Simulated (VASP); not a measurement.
## A VASP study of Si3N4 (LDA): structure first, properties next

Wanted: the relaxed cell of Si3N4 and its properties. The steps: relaxing cell and atoms (LDA), second relaxation, density, ELF and potential (LDA), band structure (LDA), total and projected DOS (LDA), zone-centre phonons (LDA), field gradients at the nuclei (LDA) and optical spectrum (LDA). The start is a cell from a database of measured crystal structures.

Calculated with VASP 6.6.1; LDA; plane waves and PAW (Si, N).

### 1. Starting point

Before any relaxation, the start is as follows. Symmetry: P6_3/m, No. 176, hexagonal system. The conventional cell has a = 7.604 Å, b = 7.604 Å, c = 2.906 Å, α = 90.00°, β = 90.00°, γ = 120.00°. Si has 4 N at 1.73 to 1.74 Å nearest. Nearest to N lie 3 Si at 1.74 Å. Nearest to N lie 3 Si at 1.73 Å. Farther neighbours and most contacts between anions are not listed.

### 2. Relaxing cell and atoms (LDA)

Properties are meant for the cell that this level of theory prefers, so cell and atoms are relaxed first (ISIF = 3) until forces and stress are small; EDIFFG sets the threshold. LDA, the lowest rung, knows the local density alone.

Contents of INCAR:

```
SYSTEM = Si3N4
PREC = Accurate
ENCUT = 520
EDIFF = 1E-06
NELM = 100
ISMEAR = 0
SIGMA = 0.05
LREAL = .FALSE.
ALGO = Normal
GGA = CA
NBANDS = 46
LORBIT = 11
LWAVE = .FALSE.
LCHARG = .FALSE.
KPAR = 8
IBRION = 2
NSW = 60
ISIF = 3
EDIFFG = -0.01
```

Contents of POSCAR:

```
Si3N4
1.0
    7.6044000000      0.0000000000      0.0000000000
   -3.8022000000      6.5856035805      0.0000000000
    0.0000000000      0.0000000000      2.9063000000
Si N
6 8
Direct
    0.7684770000      0.1745570000      0.2500000000
    0.5939200000      0.7684770000      0.7500000000
    0.8254430000      0.5939200000      0.2500000000
    0.2315230000      0.8254430000      0.7500000000
    0.4060800000      0.2315230000      0.2500000000
    0.1745570000      0.4060800000      0.7500000000
    0.0305000000      0.3302400000      0.2500000000
    0.7002600000      0.0305000000      0.7500000000
    0.6697600000      0.7002600000      0.2500000000
    0.9695000000      0.6697600000      0.7500000000
    0.2997400000      0.9695000000      0.2500000000
    0.3302400000      0.2997400000      0.7500000000
    0.6666666667      0.3333333333      0.2500000000
    0.3333333333      0.6666666667      0.7500000000
```

Contents of KPOINTS:

```
Automatic mesh
0
Gamma
4 4 9
0 0 0
```

PAW data sets: Si and N (LDA family, release 64).

Command:

```bash
$ mpirun -np 8 vasp_std
```

Output:

```text
[banner, memory and clock lines left out]
running    8 mpi-ranks, on    1 nodes
 distrk:  each k-point on    1 cores,    8 groups
 distr:  one band on    1 cores,    1 groups

 POSCAR found type information on POSCAR SiN
 POSCAR found :  2 types and      14 ions
|                                                                             |
|           W    W    AA    RRRRR   N    N  II  N    N   GGGG   !!!           |
|           W    W   A  A   R    R  NN   N  II  NN   N  G    G  !!!           |
|           W    W  A    A  R    R  N N  N  II  N N  N  G       !!!           |
|           W WW W  AAAAAA  RRRRR   N  N N  II  N  N N  G  GGG   !            |
|           WW  WW  A    A  R   R   N   NN  II  N   NN  G    G                |
|           W    W  A    A  R    R  N    N  II  N    N   GGGG   !!!           |
|                                                                             |
|     For optimal performance we recommend to set                             |
|       NCORE = 2 up to number-of-cores-per-socket                            |
|     NCORE specifies how many cores store one orbital (NPAR=cpu/NCORE).      |
|     This setting can greatly improve the performance of VASP for DFT.       |
|     The default, NCORE=1 might be grossly inefficient on modern             |
|     multi-core architectures or massively parallel machines. Do your        |
|     Unfortunately you need to use the default for GW and RPA                |
|     calculations (for HF NCORE is supported but not extensively tested      |
|     yet).                                                                   |
|                                                                             |

 LDA part: xc-table for (Slater(with rela. corr.)+CA(PZ))
 , standard interpolation
 POSCAR, INCAR and KPOINTS ok, starting setup
 FFT: planning ... GRIDC
 FFT: planning ... GRID_SOFT
 FFT: planning ... GRID
 WAVECAR not read
 entering main loop
       N       E                     dE             d eps       ncg     rms          rms(c)
DAV:   1     0.260188745415E+03    0.26019E+03   -0.31592E+04  1840   0.129E+03
DAV:   2    -0.123371856624E+03   -0.38356E+03   -0.36367E+03  2350   0.261E+02
DAV:   3    -0.144377343553E+03   -0.21005E+02   -0.20851E+02  2336   0.643E+01
DAV:   4    -0.144669349638E+03   -0.29201E+00   -0.29106E+00  2304   0.812E+00
DAV:   5    -0.144676309567E+03   -0.69599E-02   -0.69527E-02  2266   0.121E+00    0.300E+01
DAV:   6    -0.127020028167E+03    0.17656E+02   -0.62288E+01  2216   0.309E+01    0.142E+01
DAV:   7    -0.126721308929E+03    0.29872E+00   -0.30388E+00  2360   0.633E+00    0.609E+00
DAV:   8    -0.126556044822E+03    0.16526E+00   -0.18224E-01  2214   0.197E+00    0.227E+00
DAV:   9    -0.126523061061E+03    0.32984E-01   -0.35615E-02  2336   0.903E-01    0.285E-01
DAV:  10    -0.126523496435E+03   -0.43537E-03   -0.30553E-03  2298   0.249E-01    0.164E-01
DAV:  11    -0.126523532796E+03   -0.36361E-04   -0.38401E-04  2152   0.986E-02    0.390E-02
DAV:  12    -0.126523532271E+03    0.52539E-06   -0.32918E-05  2314   0.248E-02    0.173E-02
DAV:  13    -0.126523532129E+03    0.14234E-06   -0.61592E-06  2128   0.127E-02
   1 F= -.12652353E+03 E0= -.12652353E+03  d E =-.126524E+03
 curvature:   0.00 expect dE= 0.000E+00 dE for cont linesearch  0.000E+00
 trial: gam= 0.00000 g(F)=  0.834E-03 g(S)=  0.711E-01 ort = 0.000E+00 (trialstep = 0.100E+01)
 search vector abs. value=  0.719E-01
 bond charge predicted
       N       E                     dE             d eps       ncg     rms          rms(c)
DAV:   1    -0.126617595852E+03   -0.94064E-01   -0.29783E+00  2094   0.945E+00    0.257E+00
DAV:   2    -0.126516307036E+03    0.10129E+00   -0.30884E-01  2106   0.242E+00    0.800E-01
DAV:   3    -0.126510151550E+03    0.61555E-02   -0.27185E-02  2202   0.669E-01    0.286E-01
DAV:   4    -0.126508659577E+03    0.14920E-02   -0.21129E-03  2220   0.194E-01    0.138E-01
DAV:   5    -0.126508344591E+03    0.31499E-03   -0.34004E-04  2272   0.767E-02    0.609E-02
DAV:   6    -0.126508321934E+03    0.22657E-04   -0.75146E-05  2296   0.363E-02    0.133E-02
DAV:   7    -0.126508319265E+03    0.26686E-05   -0.94794E-06  2264   0.132E-02    0.639E-03
DAV:   8    -0.126508319311E+03   -0.45447E-07   -0.33771E-07  1296   0.267E-03
   2 F= -.12650832E+03 E0= -.12650832E+03  d E =0.152128E-01
[... from here on, the cycles between the ionic steps are left out ...]
   3 F= -.12653863E+03 E0= -.12653863E+03  d E =-.151005E-01
   4 F= -.12653863E+03 E0= -.12653863E+03  d E =-.150972E-01
   5 F= -.12653891E+03 E0= -.12653891E+03  d E =-.278789E-03
   6 F= -.12653917E+03 E0= -.12653917E+03  d E =-.542259E-03
   7 F= -.12653934E+03 E0= -.12653934E+03  d E =-.172441E-03
   8 F= -.12653944E+03 E0= -.12653944E+03  d E =-.269077E-03
   9 F= -.12653955E+03 E0= -.12653955E+03  d E =-.105542E-03
 trial-energy change:   -0.000106  1 .order   -0.000105   -0.000140   -0.000070
 step:   0.9927(harm=  0.9927)  dis= 0.00164  next Energy=  -126.539582 (dE=-0.141E-03)
 bond charge predicted
       N       E                     dE             d eps       ncg     rms          rms(c)
DAV:   1    -0.126539616384E+03   -0.70010E-04   -0.11781E-02  1864   0.540E-01    0.473E-02
DAV:   2    -0.126539594089E+03    0.22296E-04   -0.25443E-04  2352   0.744E-02    0.208E-02
DAV:   3    -0.126539582373E+03    0.11716E-04   -0.25104E-05  2258   0.255E-02    0.936E-03
DAV:   4    -0.126539580326E+03    0.20465E-05   -0.58162E-06  2140   0.116E-02    0.359E-03
DAV:   5    -0.126539580163E+03    0.16313E-06   -0.61931E-07  1260   0.413E-03
  10 F= -.12653958E+03 E0= -.12653958E+03  d E =-.139501E-03
 curvature:  -1.21 expect dE=-0.822E-04 dE for cont linesearch -0.204E-07
 trial: gam= 0.19783 g(F)=  0.441E-04 g(S)=  0.241E-04 ort =-0.342E-05 (trialstep = 0.594E+00)
 search vector abs. value=  0.938E-04
 reached required accuracy - stopping structural energy minimisation
```

The job ended after 3.8 min (8 MPI ranks of AMD EPYC 7R43, shared host; peak memory 2.3 GiB; 30 min of CPU time).

Lines that name or quote the potential files are left out of all logs, and their timing lines are given in words.

OUTCAR, selected parts (step 2):

```text
ion  position               nearest neighbor table
   1  0.768  0.175  0.250-  13 1.73   8 1.74   8 1.74   7 1.74   3 3.00   5 3.00   2 3.05   2 3.05
                             6 3.05   6 3.05
   2  0.594  0.768  0.750-  14 1.73   9 1.74   9 1.74   8 1.74   6 3.00   4 3.00   1 3.05   1 3.05
                             3 3.05   3 3.05
   3  0.825  0.594  0.250-  13 1.73  10 1.74  10 1.74   9 1.74   1 3.00   5 3.00   4 3.05   4 3.05
                             2 3.05   2 3.05
   4  0.232  0.825  0.750-  14 1.73  11 1.74  11 1.74  10 1.74   6 3.00   2 3.00   5 3.05   5 3.05
                             3 3.05   3 3.05
   5  0.406  0.232  0.250-  13 1.73  12 1.74  12 1.74  11 1.74   3 3.00   1 3.00   4 3.05   4 3.05
                             6 3.05   6 3.05
   6  0.175  0.406  0.750-  14 1.73   7 1.74   7 1.74  12 1.74   4 3.00   2 3.00   1 3.05   1 3.05
                             5 3.05   5 3.05
   7  0.031  0.330  0.250-   6 1.74   6 1.74   1 1.74
   8  0.700  0.031  0.750-   1 1.74   1 1.74   2 1.74
   9  0.670  0.700  0.250-   2 1.74   2 1.74   3 1.74
  10  0.969  0.670  0.750-   3 1.74   3 1.74   4 1.74
  11  0.300  0.969  0.250-   4 1.74   4 1.74   5 1.74
  12  0.330  0.300  0.750-   5 1.74   5 1.74   6 1.74
  13  0.667  0.333  0.250-   1 1.73   3 1.73   5 1.73
  14  0.333  0.667  0.750-   4 1.73   6 1.73   2 1.73

  LATTYP: Found a hexagonal cell.
 ALAT       =     7.6044000000
 C/A-ratio  =     0.3821866288

 Subroutine GETGRP returns: Found 12 space group operations
 (whereof  6 operations were pure point group operations)

The static configuration has the point symmetry S_6 .
 The point group associated with its full space group is C_6h.

 Found     20 irreducible k-points:

   k-points           NKPTS =     20   k-points in BZ     NKDIM =     20   number of bands    NBANDS=     46

   dimension x,y,z NGX =    60 NGY =   60 NGZ =   24
   dimension x,y,z NGXF=   120 NGYF=  120 NGZF=   48

   ENCUT  =  520.0 eV  38.22 Ry    6.18 a.u.  14.14 14.14  5.40*2*pi/ulx,y,z

   NELECT =      64.0000    total number of electrons

 k-points in reciprocal lattice and weights: Automatic mesh
   0.00000000  0.00000000  0.00000000       0.007
   0.25000000  0.00000000  0.00000000       0.042
   0.50000000  0.00000000  0.00000000       0.021
   0.25000000  0.25000000  0.00000000       0.042
   0.00000000  0.00000000  0.11111111       0.014
   0.25000000  0.00000000  0.11111111       0.083
   0.50000000  0.00000000  0.11111111       0.042
   0.25000000  0.25000000  0.11111111       0.083
   0.00000000  0.00000000  0.22222222       0.014
[...]
0.50000000  0.00000000  0.44444444       0.042
   0.25000000  0.25000000  0.44444444       0.083

 average (electrostatic) potential at core
       1 -83.7421       2 -83.7421       3 -83.7421       4 -83.7421       5 -83.7421
       6 -83.7421       7 -60.6108       8 -60.6108       9 -60.6108      10 -60.6108
      11 -60.6108      12 -60.6108      13 -60.2670      14 -60.2670

 E-fermi :   7.0356

 k-point     1 :       0.0000    0.0000    0.0000
  band No.  band energies     occupation
    ...
     28       5.4224      2.00000
     29       5.4224      2.00000
     30       6.2710      2.00000
     31       6.3727      2.00000
     32       6.5502      2.00000
     33      10.9608      0.00000
     34      11.4352      0.00000
     35      11.5988      0.00000
     36      11.5988      0.00000
     37      11.9337      0.00000
    ...

 k-point     2 :       0.2500    0.0000    0.0000
  band No.  band energies     occupation
    ...
     28       5.1390      2.00000
     29       5.3719      2.00000
     30       6.1937      2.00000
     31       6.3286      2.00000
     32       6.5322      2.00000
     33      11.1100      0.00000
     34      11.4465      0.00000
     35      11.6208      0.00000
     36      11.7015      0.00000
     37      12.1247      0.00000
    ...

 k-point     3 :       0.5000    0.0000    0.0000
  band No.  band energies     occupation
    ...
     28       5.0285      2.00000
     29       5.3606      2.00000
     30       5.9657      2.00000
     31       6.4109      2.00000
     32       6.4902      2.00000
     33      11.2967      0.00000
     34      11.3902      0.00000
     35      11.5306      0.00000
     36      11.9896      0.00000
     37      12.3790      0.00000
    ...

  Total        0.0516710      0.0516710     -0.0405336     -0.0000000      0.0000000      0.0000000
  in kB        0.5755408      0.5755408     -0.4514859     -0.0000001      0.0000000      0.0000000
  external PRESSURE =       0.2331986 kB  Pullay stress =       0.0000000 kB

  energy-cutoff  :      520.00
  volume of cell :      143.84
      direct lattice vectors                 reciprocal lattice vectors
     7.577165824  0.000000001 -0.000000000     0.131975467  0.076196072 -0.000000000
    -3.788582913  6.562018092 -0.000000000    -0.000000000  0.152392143 -0.000000000
    -0.000000000  0.000000000  2.892925887     0.000000000  0.000000000  0.345670798

 POSITION                                       TOTAL-FORCE (eV/Angst)
 -----------------------------------------------------------------------------------
      5.15659      1.14119      0.72323         0.005103     -0.007381      0.000000
      1.59000      5.03634      2.16969         0.008944      0.000728     -0.000000
      4.01057      3.89515      0.72323         0.003841      0.008110     -0.000000
     -1.36801      5.42083      2.16969        -0.005103      0.007381     -0.000000
      2.19859      1.52568      0.72323        -0.008944     -0.000728      0.000000
     -0.22199      2.66687      2.16969        -0.003841     -0.008110      0.000000
     -1.02723      2.16705      0.72323         0.001698     -0.008301      0.000000
      5.18683      0.19392      2.16969         0.008037     -0.002680     -0.000000
      2.42548      4.58888      0.72323         0.006339      0.005621     -0.000000
      4.81582      4.39496      2.16969        -0.001698      0.008301     -0.000000
     -1.39824      6.36810      0.72323        -0.008037      0.002680      0.000000
      1.36311      1.97314      2.16969        -0.006339     -0.005621      0.000000
      3.78858      2.18734      0.72323         0.000000      0.000000     -0.000000
     -0.00000      4.37468      2.16969         0.000000      0.000000      0.000000
 -----------------------------------------------------------------------------------
    total drift:                                0.000000      0.000000      0.000000

  FREE ENERGIE OF THE ION-ELECTRON SYSTEM (eV)
  ---------------------------------------------------
  free  energy   TOTEN  =      -126.5395801631 eV

  energy  without entropy=     -126.5395801631  energy(sigma->0) =     -126.53958016

 reached required accuracy - stopping structural energy minimisation

 total charge
# of ion       s       p       d       tot
------------------------------------------
    1        0.684   1.001   0.000   1.685
    2        0.684   1.001   0.000   1.685
    3        0.684   1.001   0.000   1.685
    4        0.684   1.001   0.000   1.685
    5        0.684   1.001   0.000   1.685
    6        0.684   1.001   0.000   1.685
    7        1.209   2.712   0.000   3.921
    8        1.209   2.712   0.000   3.921
    9        1.209   2.712   0.000   3.921
   10        1.209   2.712   0.000   3.921
   11        1.209   2.712   0.000   3.921
   12        1.209   2.712   0.000   3.921
   13        1.213   2.725   0.000   3.937
   14        1.213   2.725   0.000   3.937
--------------------------------------------------
tot         13.784  27.723   0.000  41.508

[... 3 further parts left out ...]
```

CONTCAR:

```
Si3N4
   1.00000000000000
     7.5771658243192901    0.0000000014843061   -0.0000000000000000
    -3.7885829134450915    6.5620180917676372   -0.0000000000000000
    -0.0000000000000000    0.0000000000000000    2.8929258871137398
  Si              N
     6     8
Direct
     0.7674982123532843    0.1739084410387487    0.2500000000000000
     0.5935897713145357    0.7674982123532843    0.7500000000000000
     0.8260915589612513    0.5935897713145356    0.2500000000000000
     0.2325017876467155    0.8260915589612513    0.7500000000000000
     0.4064102286854642    0.2325017876467155    0.2500000000000000
     0.1739084410387487    0.4064102286854642    0.7500000000000000
     0.0295514522083141    0.3302420084708920    0.2500000000000000
     0.6993094437374223    0.0295514522083141    0.7500000000000000
     0.6697579915291082    0.6993094437374223    0.2500000000000000
     0.9704485477916857    0.6697579915291082    0.7500000000000000
     0.3006905562625778    0.9704485477916858    0.2500000000000000
     0.3302420084708920    0.3006905562625778    0.7500000000000000
     0.6666666667000030    0.3333333332999970    0.2500000000000000
     0.3333333332999970    0.6666666667000030    0.7500000000000000
```

The gap is read on the k-mesh alone, so it is an upper bound where the band edges lie off the mesh, and a coarse mesh can show a gap where there is none. The run keeps the 12 symmetry operations of its start, so it cannot find a distortion of lower symmetry.

Relaxation path:

| step | energy less that of the first step (eV) | largest force (eV/Å) | pressure (GPa) | volume (Å³) |
| --- | --- | --- | --- | --- |
| 1 | 0.0000 | 0.0497 | -2.88 | 145.55 |
| 2 | 0.0152 | 0.0839 | 4.29 | 141.65 |
| 3 | -0.0151 | 0.0295 | 0.00 | 143.92 |
| 4 | -0.0151 | 0.0298 | 0.05 | 143.89 |
| 5 | -0.0154 | 0.0221 | 0.05 | 143.88 |
| 6 | -0.0156 | 0.0368 | 0.05 | 143.87 |
| 7 | -0.0158 | 0.0208 | 0.00 | 143.89 |
| 8 | -0.0159 | 0.0191 | -0.08 | 143.92 |
| 9 | -0.0160 | 0.0139 | -0.03 | 143.88 |
| 10 | -0.0160 | 0.0090 | 0.02 | 143.84 |

| conventional cell, symmetrised | before | after | change |
| --- | --- | --- | --- |
| a (Å) | 7.604 | 7.577 | -0.4 % |
| b (Å) | 7.604 | 7.577 | -0.4 % |
| c (Å) | 2.906 | 2.893 | -0.5 % |
| volume (Å³/atom) | 10.40 | 10.27 | -1.2 % |

The relaxed structure:

```
Si N
1.0
     7.57717    0.00000    0.00000
    -3.78858    6.56202    0.00000
     0.00000    0.00000    2.89293
Si N
6 8
Cartesian
  5.1566 1.1412 0.7232
  1.5900 5.0363 2.1697
  4.0106 3.8951 0.7232
  -1.3680 5.4208 2.1697
  2.1986 1.5257 0.7232
  -0.2220 2.6669 2.1697
  -1.0272 2.1671 0.7232
  5.1868 0.1939 2.1697
  2.4255 4.5889 0.7232
  4.8158 4.3950 2.1697
  -1.3982 6.3681 0.7232
  1.3631 1.9731 2.1697
  3.7886 2.1873 0.7232
  0.0000 4.3747 2.1697
```

Numbers from this step:

| Quantity | Value |
| --- | --- |
| electrons | 64 |
| bands | 46 |
| irreducible k-points | 20 |
| symmetry operations | 12 |
| free energy (TOTEN) | -126.5396 eV |
| Fermi energy | 7.036 eV |
| pressure | 0.02332 GPa |
| metallic, judged on the points sampled | no |
| valence top at k | 0, 0, 0.1111 |
| conduction bottom at k | 0, 0, 0 |
| least direct gap at k | 0, 0, 0 |
| SCF cycles over all ionic steps | 60 |
| gap on the k-mesh | 4.228 eV |
| least direct gap on the k-mesh | 4.411 eV |

It ends with a largest force of 0.009 eV/Å and a pressure of 0.02 GPa. The volume lies -1.2 % from that of the database's start, part of which can be the thermal and zero-point expansion of its experiment.

[end of part 1 of 7]

[Lines on the potential files, build, host, timing and source positions are cut from VASP's logs without a mark.]

[Logs are printed without paths, hosts, clocks, repeated set-up lines and the standing remarks that a program may print on its own settings, such as how far it seeks lower states.]

[Hosts, paths, dates, database ids (printed as entryN), source tags and the programs' standing remarks are cut or masked in the printed files.]

[A measured line is paired with the nearest computed mode of its activity, which favours agreement.]

[In band tables of VASP the shares of atoms and orbitals are scaled to a sum of 1 inside the atoms' spheres.]
